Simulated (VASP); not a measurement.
Write the native input for VASP 6.6.1 that does the following.

```
Task                   : relaxation of cell and atoms
Functional             : PBEsol
Dispersion             : D3(BJ)
Potentials or basis    : VASP PAW PBE potentials, release 64 (Na_pv, Be, Se)
Cutoff                 : 600 eV
k mesh                 : 6 × 6 × 3
Occupations            : fermi-dirac, width 0.05 eV
Spin                   : no spin polarisation
Further INCAR settings : ALGO = Fast; EDIFF = 1e-06; IBRION = 2; EDIFFG = -0.005; NSW = 40; ISIF = 3
```

The structure of NaBe2Se2 lies in POSCAR:

```
NaBe2Se2
1.0
    3.6722800000      0.0000000000      0.0000000000
   -1.8361400000      3.1802800000      0.0000000000
    0.0000000000      0.0000000000      8.0111600000
Na Be Se
1 2 2
Direct
    0.0000000000      0.0000000000      0.5000000000
    0.3333300000      0.6666700000      0.1463900000
    0.3333300000      0.6666700000      0.8536100000
    0.6666700000      0.3333300000      0.2285200000
    0.6666700000      0.3333300000      0.7714800000
```

The cell was built by a generator and needn't be a form met in nature.

One way to write it, as run:

INCAR

```
SYSTEM = NaBe2Se2
ALGO = Fast ; EDIFF = 1E-6
EDIFFG = -0.005 ; ENCUT = 600
GGA = PS ; IBRION = 2
ISIF = 3 ; ISMEAR = -1
IVDW = 12 ; LASPH = .TRUE.
LCHARG = .FALSE. ; LREAL = .FALSE.
LWAVE = .FALSE. ; NELM = 60
NSW = 40 ; PREC = Accurate
SIGMA = 0.05
```

KPOINTS

```
k-points
0
G
  6 6 3
  0 0 0
```

Potentials or basis: VASP PAW PBE potentials, release 64 (Na_pv, Be, Se).

Command:

```console
$ cat potpaw_PBE.64/Na_pv/POTCAR potpaw_PBE.64/Be/POTCAR potpaw_PBE.64/Se/POTCAR > POTCAR
$ mpirun -np 1 vasp_std > vasp.out
```

Results of the run:

```
Relaxed volume                         : 17.42 Å³/atom
Relaxed cell                           : a = 3.606 Å, b = 3.606 Å, c = 7.734 Å, α = 90.00°, β = 90.00°, γ = 120.00°
Space group after relaxing (to 0.05 Å) : P-6m2 (No. 187)
Energy gained by relaxing              : 15.2 meV/atom
Ionic steps                            : 9
Pressure after relaxing                : 0.0 GPa
Band gap on the k mesh                 : none (metal or under the smearing width)
Dispersion energy per atom             : -0.263 eV
```

Caveat: the PAW data sets were made with another functional, which shifts forces and pressure a little; pairwise dispersion overbinds metals, which lowers pressure and volume.

Wall time 120 s on 1 thread of Intel(R) Xeon(R) 6975P-C (Granite Rapids) (shared host), peak memory 0.27 GiB.
